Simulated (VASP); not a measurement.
Level of theory: PBE GGA, VASP's PBE PAW potentials (set 64) (plane waves; VASP).

A VASP calculation is set up with these files.

**INCAR**
```
SYSTEM = LaB
PREC = Accurate
ENCUT = 520
EDIFF = 1E-6
NELM = 100
ALGO = Normal
LREAL = .FALSE.
LASPH = .TRUE.
ISMEAR = 1
SIGMA = 0.1
GGA = PE
LMAXMIX = 6
LWAVE = .FALSE.
LCHARG = .FALSE.
IBRION = 2
ISIF = 3
NSW = 60
EDIFFG = -0.02
```

### KPOINTS
```
Automatic mesh
0
Gamma
8 8 4
0 0 0
```

File POSCAR:
```
LaB
1.0
  3.8880476377   0.0000000000   0.0000000000
 -1.9440238188   3.3671481014   0.0000000000
  0.0000000000   0.0000000000   6.8056349679
La B
2 2
Cartesian
  0.0000000000   0.0000000000   0.0000000000
  0.0000000000   0.0000000000   3.4028174839
 -0.0000019440   2.2447665233   1.7014087420
  1.9440257629   1.1223815781   5.1042262259
```

POTCAR, in this order: La B (PBE.64 set). Program: vasp_std.

What VASP printed:

### OSZICAR
```
       N       E                     dE             d eps       ncg     rms          rms(c)
DAV:   1     0.286851150020E+03    0.28685E+03   -0.10012E+04  1080   0.206E+03
DAV:   2     0.240218381800E+02   -0.26283E+03   -0.25862E+03  1912   0.355E+02
DAV:   3    -0.182206544131E+02   -0.42242E+02   -0.41207E+02  1832   0.204E+02
DAV:   4    -0.212327720949E+02   -0.30121E+01   -0.29425E+01  2120   0.478E+01
DAV:   5    -0.214747526504E+02   -0.24198E+00   -0.23838E+00  1934   0.139E+01    0.556E+00
DAV:   6    -0.208148664630E+02    0.65989E+00   -0.35040E+00  2006   0.107E+01    0.285E+00
DAV:   7    -0.208167578970E+02   -0.18914E-02   -0.19429E-01  2152   0.388E+00    0.146E+00
DAV:   8    -0.208271448005E+02   -0.10387E-01   -0.60067E-02  1616   0.260E+00    0.295E-01
DAV:   9    -0.208288553248E+02   -0.17105E-02   -0.10898E-02  2128   0.103E+00    0.167E-01
DAV:  10    -0.208287931508E+02    0.62174E-04   -0.69922E-04  1752   0.322E-01    0.651E-02
DAV:  11    -0.208287970365E+02   -0.38857E-05   -0.26841E-04  1856   0.153E-01    0.225E-02
DAV:  12    -0.208287935338E+02    0.35027E-05   -0.35405E-05  1776   0.629E-02    0.389E-03
DAV:  13    -0.208287933009E+02    0.23285E-06   -0.21023E-06   984   0.180E-02
   1 F= -.20828793E+02 E0= -.20826949E+02  d E =-.208288E+02
```

**OUTCAR**
```
------------------------ aborting loop because EDIFF is reached ----------------------------------------
  FORCE on cell =-STRESS in cart. coord.  units (eV):
  Direction    XX          YY          ZZ          XY          YZ          ZX
  --------------------------------------------------------------------------------------
  Total        0.0654332      0.0654332      0.0285521      0.0000000      0.0000000      0.0000000
  in kB        1.1766465      1.1766466      0.5134351      0.0000000      0.0000000      0.0000000
  external PRESSURE =       0.9555761 kB  Pullay stress =       0.0000000 kB
  volume of cell :       89.10
      direct lattice vectors                 reciprocal lattice vectors
     3.888047638  0.000000000  0.000000000     0.257198495  0.148493617  0.000000000
    -1.944023819  3.367148101  0.000000000     0.000000000  0.296987234  0.000000000
     0.000000000  0.000000000  6.805634968     0.000000000  0.000000000  0.146937061
 POSITION                                       TOTAL-FORCE (eV/Angst)
 -----------------------------------------------------------------------------------
      0.00000      0.00000      0.00000        -0.000000      0.000000      0.000000
      0.00000      0.00000      3.40282        -0.000000      0.000000      0.000000
     -0.00000      2.24477      1.70141         0.000000     -0.000000     -0.000000
      1.94403      1.12238      5.10423        -0.000000      0.000000      0.000000
 -----------------------------------------------------------------------------------
    total drift:                                0.000000     -0.000000      0.000000
  FREE ENERGIE OF THE ION-ELECTRON SYSTEM (eV)
  ---------------------------------------------------
  free  energy   TOTEN  =       -20.8287933009 eV

  energy  without entropy=      -20.8232592314  energy(sigma->0) =      -20.82694861

 reached required accuracy - stopping structural energy minimisation
```
(Selected blocks of OUTCAR.)

OUTCAR:
```
 val. band max:        6.7936550128   @ k =   0.2500  -0.0000   0.2500

 cond. band min:       6.8082968323   @ k =   0.3750   0.2500   0.2500


 Fermi energy:         6.7940270615

 k-point     1 :       0.0000    0.0000    0.0000
  band No.  band energies     occupation
      1     -25.1930      2.00000
      2     -24.9917      2.00000
      3     -10.0466      2.00000
      4      -8.5306      2.00000
      5      -8.5306      2.00000
      6      -8.3173      2.00000
      7      -8.3173      2.00000
      8      -8.2685      2.00000
      9       0.2660      2.00000
     10       2.6324      2.00000
     11       4.5418      2.00000
     12       6.0321      2.00000
     13       6.0321      2.00000
     14       6.6372      2.04910
     15       7.7272     -0.00000
     16       7.8192     -0.00000
     17       7.8192     -0.00000
     18       9.1496      0.00000

 k-point     2 :       0.1250   -0.0000    0.0000
  band No.  band energies     occupation
      1     -25.1793      2.00000
      2     -24.9791      2.00000
      3     -10.0109      2.00000
      4      -8.6907      2.00000
      5      -8.5637      2.00000
      6      -8.4485      2.00000
      7      -8.3448      2.00000
      8      -8.2509      2.00000
      9       0.5434      2.00000
     10       2.3037      2.00000
     11       4.8928      2.00000
     12       6.1005      2.00000
     13       6.2066      2.00000
     14       6.7101      1.99863
     15       7.2366     -0.00000
     16       7.2822     -0.00000
     17       7.6096     -0.00000
     18       8.8075      0.00000

 k-point     3 :       0.2500   -0.0000    0.0000
  band No.  band energies     occupation
      1     -25.1459      2.00000
      2     -24.9482      2.00000
      3      -9.9228      2.00000
      4      -9.0497      2.00000
      5      -8.7495      2.00000
      6      -8.6423      2.00000
      7      -8.4104      2.00000
      8      -8.2079      2.00000
      9       1.1095      2.00000
...
```

The structure was generated: LaB was put into the NiAs type type (P6_3/mmc), which need not be its known phase. It was relaxed first, which changed the volume by -26 %. The start is the result of an earlier pass.
